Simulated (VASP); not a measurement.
Computed with PBE GGA, VASP's PBE PAW potentials (set 64) (plane waves; VASP 6.6.1).

VASP ran on this input.

KPOINTS:
```
K-points
0
G
  4 4 4
0 0 0
```

POSCAR:
```
SrTe
1.0
  0.0000000000   3.2849940000   3.2849940000
  3.2849940000   0.0000000000   3.2849940000
  3.2849940000   3.2849940000   0.0000000000
Sr Te
1 1
Cart
  0.0000000000   0.0000000000   0.0000000000
  3.2849940000   3.2849940000   3.2849940000
```

INCAR:
```
LCHARG=F
ISMEAR=0   ! Gaussian
SYSTEM=SrTe
GGA=PE   ! PBE
SIGMA=0.01   ! width (eV)
ALGO=Normal   ! blocked Davidson
PREC=Normal
NELM=100   ! most electronic steps
EDIFF=1E-8   ! SCF stop (eV)
LASPH=T   ! aspherical one-centre terms
LREAL=F   ! projection in real space or not
LWAVE=T
ENCUT=500
```

POTCAR, in this order: Sr_sv_GW Te_GW (PBE.64 set). Program: vasp_std.

What will the output report for the number of irreducible k-points (NKPTS), largest plane-wave count, number of space-group operations, FFT grid (NGX, NGY, NGZ)?

* **number of irreducible k-points (NKPTS)**: 8
* **largest plane-wave count**: 1812
* **number of space-group operations**: 48
* **FFT grid (NGX, NGY, NGZ)**: 28 × 28 × 28

The compound is SrTe in the rock salt structure. This cell is one point of a volume scan, at 0.96 of the reference volume.
